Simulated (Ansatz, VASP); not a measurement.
# CeO2 in two plane-wave programs, part 2 of 2

Aim: how closely do two programs agree when they are given the same cell, functional and k mesh? The cell is taken from a series of runs on this material, whose earlier steps may have relaxed, scaled, displaced or heated it; both programs get it as it stands.

VASP 6.6.1 and Ansatz 0.2.0.

So far: Set-up; VASP: relaxation of cell and atoms, LDA.

**3. Ansatz: relaxation of cell and atoms, LDA**

Level of this step: Ansatz beside VASP: Kohn-Sham DFT, plane waves, LDA (Ansatz).

Ansatz runs on its PAW soft_1 files.

The same cell, functional (in two slightly different forms) and mesh now go to Ansatz, which takes its cutoff from its data sets.

The input, input.yaml:

```yaml
crystal:
  lattice:
    - [0.0, 2.6794360517, 2.6794360517]
    - [2.6794360517, 0.0, 2.6794360517]
    - [2.6794360517, 2.6794360517, 0.0]
  atoms:
    - { symbol: Ce, position: [0.0, 0.0, 0.0] }
    - { symbol: O, position: [0.25, 0.25, 0.25] }
    - { symbol: O, position: [0.75, 0.75, 0.75] }
kpoints:
  mp_grid: { grid: [12, 12, 12] }
hamiltonian:
  xc: lda
  pseudopotentials: { kind: paw, azcp: { folder: soft_1 }, xc_functional: pbe }
scf:
  occupations: { method: fixed }
  lower_state_search: "off"
output:
  forces: true
  stress: true
  eigenvalues: true
relax:
  adjacent_minimum: "off"
  f_tol: 0.001
  max_steps: 60
  cell: { stress_tol: 0.01 }
```

Run with:

```sh
$ ansatz run input.yaml --threads 18 --pin off --max-ram 92160MiB --backend cuda --events-out ev --progress --plain --runs-dir out --max-vram 78GiB
```

Numbers of over 12 decimals in the logs are rounded to 6 here.

Log:

```text
Engine: ansatz 0.2.0, aarch64-unknown-linux-gnu
Pseudopotentials: kind: paw
Pseudopotential: Ce, paw, valence charge 12, recommended cutoff 420 eV (normal), soft_1/Ce.paw.azcp
Pseudopotential: O, paw, valence charge 6, recommended cutoff 420 eV (normal), soft_1/O.paw.azcp
Functional definition: SPW92
  exchange = slater_x
  correlation = pw_c
device memory: the entry about to start is reckoned to put 1.8 GiB on a device that reports 179.8 GiB free (of which the cap on the GPU budget leaves the run 78.0 GiB)
GPU FFT provider: cuFFT
GPU libraries: cuBLAS 13.8.1, cuFFT 12.4.0, cuSOLVER 12.3.2
GPU matrix products: emulated (plane waves: as basis.precision tells), large ones in fixed point in workspaces of 1.00 GiB
Crystal: 3 atoms, lattice volume = 38.473 Å³
Basis set: ecut = 420 eV, 749 PW (Γ)
Bands: 16, of which v1, the nominal top of the filled ones, is band 12 counted from 1 (11 counted from 0)
Symmetry: 48 space group operations
Space group: Fm-3m (ITA 225), of the structure as read, at distance tolerance 3.4e-5 Å
k-points: 72 of 1728
Non-local potential: Ce, projectors of the file, l = 0: 3, l = 1: 2, l = 2: 2, l = 3: 3
Non-local potential: O, projectors of the file, l = 0: 2, l = 1: 2, l = 2: 1
PAW form: soft (Blöchl's): semilocal exchange-correlation on the pseudo side does not see the compensation charge
PAW frozen core: Ce, regenerated for the run's functional, and the local potential with it (the file was generated under x = pbe(κ = 0.804, μ = 0.219515), c = pbe(β = 0.066725))
PAW frozen core: O, regenerated for the run's functional, and the local potential with it (the file was generated under x = pbe(κ = 0.804, μ = 0.219515), c = pbe(β = 0.066725))
PAW one-centre angular grid: Ce, 590 points (default); XC on 64 Gauss nodes
PAW one-centre angular grid: O, 110 points (default); XC on 64 Gauss nodes
Initial density: superposition of atomic densities (chi_scale 0.1, normalization cell, long waves kept (reshape's long-wave potential 0.00 eV rms))
Initial wavefunctions: pseudopotential atomic-orbital guess
GPU buffer pool allocated for 19683 grid points (all kernels)
GPU transforms: local potential and band sums: pruned to the plane-wave sphere, on 25×25×25
Functional: x = slater, c = lda
SCF iter   1: F=—  HF=-7514.019248 eV  |F-HF|=—  |Δ(HF+E_count)|=         —  Δρ=5.32e-2  dr2=8.40e-1  ethr=3.10e-3  ⟨swp⟩=3.3  Hψ=4881  notcnv=0  defer=53
preconditioner: auto → none  [insulator: Δε(μ)=1.887 eV  Ē_g=10.178 eV  n_scr=14 (ndim 8)  ℏωp=28.1 eV  f_vac=0.000  ε∞_Penn≈8.6]
SCF iter   2: F=—  HF=-7514.007492 eV  |F-HF|=—  |Δ(HF+E_count)|=   1.18e-2  Δρ=5.46e-2  dr2=1.16e0  ethr=3.10e-3  ⟨swp⟩=2.2  Hψ=2450  notcnv=0  defer=10
SCF iter   3: F=—  HF=-7514.092003 eV  |F-HF|=—  |Δ(HF+E_count)|=   8.45e-2  Δρ=7.95e-2  dr2=2.88e0  ethr=3.10e-3  ⟨swp⟩=3.8  Hψ=4021  notcnv=0  defer=58
SCF iter   4: F=—  HF=-7513.847331 eV  |F-HF|=—  |Δ(HF+E_count)|=   2.45e-1  Δρ=1.77e-2  dr2=1.42e-1  ethr=3.10e-3  ⟨swp⟩=2.4  Hψ=3312  notcnv=0  defer=28
SCF iter   5: F=—  HF=-7513.831134 eV  |F-HF|=—  |Δ(HF+E_count)|=   1.62e-2  Δρ=7.05e-3  dr2=2.26e-2  ethr=5.91e-4  ⟨swp⟩=2.0  Hψ=1623  notcnv=0  defer=6
SCF iter   6: F=—  HF=-7513.830006 eV  |F-HF|=—  |Δ(HF+E_count)|=   1.13e-3  Δρ=4.49e-3  dr2=8.92e-3  ethr=9.43e-5  ⟨swp⟩=3.5  Hψ=2228  notcnv=0  defer=99
SCF iter   7: F=—  HF=-7513.829271 eV  |F-HF|=—  |Δ(HF+E_count)|=   7.35e-4  Δρ=2.74e-3  dr2=3.36e-3  ethr=3.72e-5  ⟨swp⟩=2.0  Hψ=1308  notcnv=0  defer=132
SCF iter   8: F=—  HF=-7513.828901 eV  |F-HF|=—  |Δ(HF+E_count)|=   3.70e-4  Δρ=8.61e-4  dr2=3.35e-4  ethr=1.40e-5  ⟨swp⟩=2.1  Hψ=1513  notcnv=0  defer=130
SCF iter   9: F=—  HF=-7513.828819 eV  |F-HF|=—  |Δ(HF+E_count)|=   8.19e-5  Δρ=1.91e-4  dr2=1.64e-5  ethr=1.40e-6  ⟨swp⟩=2.0  Hψ=1530  notcnv=0  defer=134
SCF iter  10: F=—  HF=-7513.828811 eV  |F-HF|=—  |Δ(HF+E_count)|=   8.05e-6  Δρ=5.31e-6  dr2=1.03e-8  ethr=4.17e-10  ⟨swp⟩=6.2  Hψ=6726  notcnv=0
SCF iter  11: F=-7513.828811 eV  HF=-7513.828811 eV  |F-HF|=1.73e-11  |Δ(HF+E_count)|=  8.99e-10  Δρ=2.48e-7  dr2=1.82e-11  ethr=4.29e-11  ⟨swp⟩=2.1  Hψ=3764  notcnv=0
SCF 1 converged in 11 iterations: F = -7513.828811 eV  dr2 = 1.82e-11
  greatest PAW one-centre occupation: 0.982 electrons in one spin orbital (limit 2), on the Ce atom at site 0 (counted from 0), in its partial waves of l = 0
relax step   1: F+E_penalty+E_count = -7513.82881105 eV  Δ(F+E_penalty+E_count) = +0.000e0 eV  max|allowed force component| = 2.005e-17 eV/Å  Δτ_max = 0.0000 Å  P = -0.003 GPa  Ω = 38.473 Å³  (11 SCF iters, dr2 threshold 1.00e-7 eV, accepted)
device memory: the entry about to start is reckoned to put 1.8 GiB on a device that reports 179.8 GiB free (of which the cap on the GPU budget leaves the run 78.0 GiB)
GPU FFT provider: cuFFT
GPU libraries: cuBLAS 13.8.1, cuFFT 12.4.0, cuSOLVER 12.3.2
GPU matrix products: emulated (plane waves: as basis.precision tells), large ones in fixed point in workspaces of 1.00 GiB
Initial density: handed on by an earlier stage of this run
Initial wavefunctions: pseudopotential atomic-orbital guess (no wavefunctions were taken with the density)
GPU buffer pool allocated for 19683 grid points (all kernels)
GPU transforms: local potential and band sums: pruned to the plane-wave sphere, on 25×25×25
iter 1 solved again at ethr=1.39e-9 eV; its pass at ethr=3.10e-3 eV (dr2=3.35e-7 eV) is discarded
SCF iter   1: F=—  HF=-7513.828811 eV  |F-HF|=—  |Δ(HF+E_count)|=         —  Δρ=2.84e-7  dr2=2.26e-11  ethr=1.39e-9  ⟨swp⟩=4.0  Hψ=9082  notcnv=0  defer=58
preconditioner: auto → none  [insulator: Δε(μ)=1.997 eV  Ē_g=10.106 eV  n_scr=14 (ndim 8)  ℏωp=28.1 eV  f_vac=0.028  ε∞_Penn≈8.7]
SCF iter   2: F=—  HF=-7513.828811 eV  |F-HF|=—  |Δ(HF+E_count)|=  4.53e-10  Δρ=4.25e-7  dr2=8.67e-11  ethr=1.00e-12  ⟨swp⟩=3.0  Hψ=2212  notcnv=0  defer=58
SCF iter   3: F=—  HF=-7513.828811 eV  |F-HF|=—  |Δ(HF+E_count)|=  8.19e-12  Δρ=2.38e-7  dr2=2.19e-11  ethr=1.00e-12  ⟨swp⟩=2.0  Hψ=1373  notcnv=0  defer=58
SCF iter   4: F=—  HF=-7513.828811 eV  |F-HF|=—  |Δ(HF+E_count)|=  2.73e-12  Δρ=6.67e-8  dr2=1.44e-12  ethr=1.00e-12  ⟨swp⟩=1.0  Hψ=1152  notcnv=0  defer=58
SCF iter   5: F=-7513.828811 eV  HF=-7513.828811 eV  |F-HF|=1.82e-12  |Δ(HF+E_count)|=    0.00e0  Δρ=9.93e-9  dr2=3.65e-14  ethr=1.00e-12  ⟨swp⟩=7.1  Hψ=5544  notcnv=0
SCF 2 converged in 5 iterations: F = -7513.828811 eV  dr2 = 3.65e-14
relax step   2: F+E_penalty+E_count = -7513.82881105 eV  Δ(F+E_penalty+E_count) = -2.638e-11 eV  max|allowed force component| = 1.696e-17 eV/Å  Δτ_max = 0.0000 Å  P = -0.003 GPa  Ω = 38.473 Å³  stress off target by 2.98e-3 GPa  SCF on the basis re-selected at this cell (its energy is not comparable with the rows above)  (5 SCF iters)
basis re-selected at this cell: Δ(F+E_penalty+E_count) = -2.638e-11 eV, ΔP = -0.000 GPa vs the last step (what re-selecting the basis moved, of the pressure what is left beyond the Pulay correction that the steps carried, after the strain that the cell walked since its last selection, with what the two solves' SCF thresholds leave and, on support functions, any second-order correction that the steps lacked; it is no  [...]
SCF converged after 5 iterations
Free energy (F): -7513.828811 eV
Harris-Foulkes:  -7513.828811 eV  (|F-HF|=1.82e-12)
Internal energy: -7513.828811 eV  (E = F + TS)
E sigma→0 (E₀):  -7513.828811 eV
Fermi energy:    10.919858 eV
--- Per-component energies (eV) ---
  E_band       = 25.540412
  E_kinetic    = 578.594978
  E_local      = -902.239336  (includes V_loc(G=0)·N_el)
  E_nonlocal   = 210.331091
  E_hartree    = 335.119034
  E_xc         = -290.119650
  E_vxc        = -357.472620  (∫ρ·V_xc dr)
  E_paw        = -5699.889552  (= ΣΔE_a)
  E_vpaw       = -173.913370  (= ΣTr[D̂ρ^β])
  E_aug_tail   = 0.001602  (compensation charges beyond the density's cutoff)
  E_ewald      = -1746.255346
  E_core_change = 0.628369  (= ΣΔE_core)
  E_smearing   = -0.000000  (= −TS)
  E_closure    = 0.000000  (closes the sum)
  Σ components = -7513.828811   (vs F -7513.828811, Δ=0.00e0)
--- Forces (eV/Å), atoms counted from 1 ---
  atom   1  Ce     0.00000000    -0.00000000     0.00000000
  atom   2  O      0.00000000     0.00000000    -0.00000000
  atom   3  O      0.00000000     0.00000000     0.00000000
  max |Σ_I F_I| component: 2.31e-17 eV/Å
--- Stress (GPa, compression-positive) ---
       -0.002983      -0.000000      -0.000000
       -0.000000      -0.002983      -0.000000
        0.000000       0.000000      -0.002983
  P = ⅓ Tr σ = -0.0030 GPa (-0.030 kbar)
--- Band table (eV; the first three rows and the last of 72) ---
  k-point 0: bands = [... 8 lower, 6.8148, 10.2255, 10.2255, 10.2255, 13.2598, 13.2598, 13.2598, 13.5698]
  k-point 1: bands = [... 8 lower, 7.0120, 10.1561, 10.1982, 10.1982, 13.2525, 13.2525, 13.2605, 13.5788]
  k-point 2: bands = [... 8 lower, 7.5398, 9.9923, 10.1316, 10.1316, 13.2287, 13.2287, 13.2624, 13.5998]
  k-point 71: bands = [... 8 lower, 9.8194, 9.8194, 10.1003, 10.1707, 12.9986, 13.1349, 13.1349, 13.3885]
--- Relaxed structure (1 steps of the walk, 1 accepted, 1 SCFs on fresh bases) ---
  F+E_penalty+E_count = -7513.82881105 eV   max|allowed force component| = 1.696e-17 eV/Å   (the final SCF, on the basis selected at the relaxed cell)
  cell:  # Å, volume = 38.4734 Å³
    - [0.0, 2.6794360517, 2.6794360517]
    - [2.6794360517, 0.0, 2.6794360517]
    - [2.6794360517, 2.6794360517, 0.0]
  atoms:
    - { symbol: Ce, position: [0.0, 0.0, 0.0] }
    - { symbol: O, position: [0.25, 0.25, 0.25] }
    - { symbol: O, position: [0.75, 0.75, 0.75] }
```

In the SCF lines HF is the Harris–Foulkes energy and dr2 the Hartree energy of the density residual, in eV; the loop may stop once dr2 is under the threshold and the program's other checks hold. Hψ counts applications of the Hamiltonian.

**4. Side by side**

Known differences besides the potentials themselves: the two LDA forms differ slightly; fixed occupations in Ansatz, narrow Gaussian smearing in VASP; the cutoff is 420 eV in Ansatz and 600 eV in VASP; VASP's log shows a relativistic correction to its local exchange, Ansatz's none; Ansatz adds a Pulay correction to the stress that steers its cell, VASP none. Total energies have different zeros and are not compared.

Compared:

| quantity | Ansatz | VASP | difference |
| --- | --- | --- | --- |
| volume (Å³) | 38.47 | 38.53 | -0.15 % |
| edge a after relaxation, in the typed setting (Å) | 3.789 | 3.791 | -0.05 % |

VASP's last cycles still show a density residual of 9e-03, so its state may not be settled.

**5. Results**

```yaml
difference_in_volume_relaxation_of_cell_and_atoms_lda: -0.15 %
```

In words: The difference in volume is -0.15 % (relaxation of cell and atoms, LDA), within the 1.2 % picked in this series as the mark of a large difference, as far as the stopping tolerances let one tell. 1 further run of this series is not shown here. Such differences can come from data sets, numerical settings and the points named under the comparisons, not from the functional's error against experiment.

[Lines on the potential files, build, host, timing and source positions are cut from VASP's logs without a mark.]

[Logs are printed without paths, hosts, clocks, repeated set-up lines and the standing remarks that a program may print on its own settings, such as how far it seeks lower states.]

[Hosts, paths, dates, database ids (printed as entryN), source tags and the programs' standing remarks are cut or masked in the printed files.]
